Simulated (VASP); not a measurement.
Here is the system:

```yaml
crystal:
  lattice:
    - [6.23908, 0.00000, 0.00000]
    - [0.00000, 6.23908, 0.00000]
    - [0.00000, 0.00000, 6.23908]
  atoms:
    - { symbol: Na, position: [0.75000, 0.75000, 0.75000] }
    - { symbol: Na, position: [0.75000, 0.25000, 0.25000] }
    - { symbol: Na, position: [0.25000, 0.75000, 0.25000] }
    - { symbol: Na, position: [0.25000, 0.25000, 0.75000] }
    - { symbol: S, position: [0.00000, 0.00000, 0.00000] }
    - { symbol: S, position: [0.50000, 0.50000, 0.50000] }
```

Computed with PBE GGA, VASP's PBE PAW potentials (set 64) (plane waves; VASP 6.6.1). Run with 300 eV cut-off, 3×3×3 Γ-centred mesh, Fermi-Dirac smearing of 0.10 eV, potentials Na_pv S.

At this cut-off the stress carries a Pulay error, which pulls relaxed volumes low.

**Question.** What does the run give for the energy per atom (σ→0), pressure, band gap (on the k-mesh) with the smallest direct gap where there is one?

**Answer.** 
```yaml
band gap (on the k-mesh): 1.47 eV
smallest direct gap (on the k-mesh): 1.47 eV
energy per atom (σ→0): -3.001 eV/atom
pressure: -1.44 GPa
```

The absolute energy has meaning only against runs of the same code, potentials and settings.

The structure was generated: Na2S was put into an ordered model structure, which need not be its known phase. The cell was not relaxed at this level.
